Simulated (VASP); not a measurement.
A calculation with VASP 6.6.1 of Mg6CuSi (native input, structure from a POSCAR):

Contents of INCAR:

```
PREC = Accurate
ENCUT = 550
EDIFF = 1E-6
ISMEAR = 0
SIGMA = 0.02
LREAL = False
LASPH = True
NELM = 100
ALGO = Fast
ISIF = 2
LWAVE = False
LCHARG = True
GGA = RP
LELF = True
LVHAR = True
```

KPOINTS

```
Automatic mesh
0
Gamma
  6 5 5
```

Contents of POSCAR:

```
Mg6CuSi
1.0
    4.8511850000      0.0000000000      0.0000000000
    0.0000000000      3.0951620000      5.1732030000
    0.0000000000     -3.0951620000      5.1732030000
Cu Si Mg
1 1 6
Cartesian
    2.4255925000      0.0000000000      8.6223222898
    2.4255925000      0.0000000000      3.4404283087
    0.0000000000      0.0000000000      1.7526811764
    0.0000000000      0.0000000000      6.9508190149
    0.0000000000      1.5731656091      4.2646540499
    0.0000000000     -1.5731656091      4.2646540499
    2.4255925000      1.5442289396      6.0450480748
    2.4255925000     -1.5442289396      6.0450480748
```

Potentials or basis: VASP PAW PBE potentials, release 64 (Cu_GW, Si_GW, Mg_GW).

Run with:

```bash
$ cat potpaw_PBE.64/Cu_GW/POTCAR potpaw_PBE.64/Si_GW/POTCAR potpaw_PBE.64/Mg_GW/POTCAR > POTCAR
$ mpirun -np 1 vasp_std > vasp.out
```

The cell comes from a database or a generator and needn't be the stable form of this composition.

Write the same calculation in another form: ASE script, structure typed inline.

As run:

run.py

```python
from ase import Atoms
from ase.calculators.vasp import Vasp
from ase.dft.bandgap import bandgap

atoms = Atoms(
    ['Cu', 'Si', 'Mg', 'Mg', 'Mg', 'Mg', 'Mg', 'Mg'],
    cell=[[4.851185, 0.0, 0.0], [0.0, 3.095162, 5.173203], [0.0, -3.095162, 5.173203]],
    scaled_positions=[[0.5, 0.833364, 0.833364], [0.5, 0.332524, 0.332524], [0.0, 0.1694, 0.1694], [0.0, 0.67181, 0.67181], [0.0, 0.66632, 0.158054], [0.0, 0.158054, 0.66632], [0.5, 0.833724, 0.334807], [0.5, 0.334807, 0.833724]],
    pbc=True,
)
calc = Vasp(
    directory='calc',
    xc='rpbe',
    pp='PBE',
    setups={'base': 'minimal', 'Cu': '_GW', 'Si': '_GW', 'Mg': '_GW'},
    prec='Accurate',
    encut=550,
    ediff=1e-06,
    ismear=0,
    sigma=0.02,
    lreal=False,
    lasph=True,
    nelm=60,
    algo='Normal',
    isif=2,
    lwave=False,
    lcharg=False,
    kpts=[6, 5, 5],
    gamma=True,
)
atoms.calc = calc

print('energy (eV):', atoms.get_potential_energy())
print('free energy (eV):', atoms.get_potential_energy(force_consistent=True))
print('forces (eV/A):')
print(atoms.get_forces())
print('stress (eV/A^3, Voigt):', atoms.get_stress())
print('Fermi level (eV):', calc.get_fermi_level())
gap, top, bottom = bandgap(calc)
print('band gap (eV):', gap, 'from (spin, k, band)', top, 'to', bottom)
```

Potentials or basis: VASP PAW PBE potentials, release 64 (Cu_GW, Si_GW, Mg_GW).

The run is started by

```bash
$ python run.py
```

Both were run:

|  | native input, structure from a POSCAR | ASE script, structure typed inline |
| --- | --- | --- |
| Pressure | 1.4 GPa | 1.3 GPa |
| Largest force | 0.092 eV/Å | 0.092 eV/Å |
| Band gap on the k mesh | none (metal or under the smearing width) | none (metal or under the smearing width) |

Keys that steer only the numerical path or the files written may differ.

Caveat: the PAW data sets were made with another functional, which shifts forces and pressure a little.
